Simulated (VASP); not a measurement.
Here is the system:

```yaml
crystal:
  lattice:
    - [4.54681, 0.00000, 0.00000]
    - [0.00000, 4.54681, 0.00000]
    - [0.00000, 0.00000, 4.54681]
  atoms:
    - { symbol: Cs, position: [0.00000, 0.00000, 0.00000] }
    - { symbol: I, position: [0.50000, 0.50000, 0.50000] }
```

All values below come from r2SCAN+rVV10, VASP's PBE PAW potentials (set 64) (plane waves; VASP 6.6.1). Numerical set-up: 520 eV cut-off, 7×7×7 Γ-centred mesh, tetrahedra with Blöchl corrections, potentials Cs_sv I.

Unless said otherwise, spin-orbit coupling is left out, though it shifts the bands of the heavy elements here.

Problem. Estimate the energy per atom (σ→0), band gap (over mesh and band path) with the smallest direct gap where there is one.

Solution. 
* **band gap (over mesh and band path)**: 4.52 eV
* **smallest direct gap (over mesh and band path)**: 4.61 eV
* **energy per atom (σ→0)**: -26.254 eV/atom

Only differences to runs with the same potentials and settings are physical.

The compound is CsI in the CsCl type structure. It was relaxed first.
